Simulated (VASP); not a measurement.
Runs of VASP 6.6.1 on AgRh. It takes space group P-6m2 (No. 187, hexagonal). The conventional cell has a = 2.778 Å, b = 2.778 Å, c = 4.809 Å, α = 90.00°, β = 90.00°, γ = 120.00°. Around Ag (site symmetry -6m2) lie 6 Ag at 2.78 Å and 6 Rh at 2.89 Å. Rh (site symmetry -6m2) is surrounded by 6 Rh at 2.78 Å and 6 Ag at 2.89 Å. The cell comes from a database or a generator and needn't be the stable form of this composition.

| cell | gap on the mesh (eV) | pressure (GPa) |
| --- | --- | --- |
| P-6m2, 16.06 Å³/atom | none | -2.1 |
| P-6m2, 16.39 Å³/atom | none | (a) |
| P-6m2, 17.03 Å³/atom | none | -9.2 |
| P-6m2, 15.42 Å³/atom | none | 4.6 |

Alike in all rows: task single point; level PBE; potentials or basis VASP PAW PBE potentials, release 64 (Ag, Rh_pv); no spin polarisation; k mesh 10 × 10 × 5; cutoff (eV) 520; smearing fermi-dirac 0.1 eV.

Question: Estimate the missing entries.

Answer: (a) -4.7.

A k mesh can miss the band edges, and the runs leave out spin-orbit coupling on Ag, Rh.

A gap of «none» marks a metal or a gap under the smearing width.
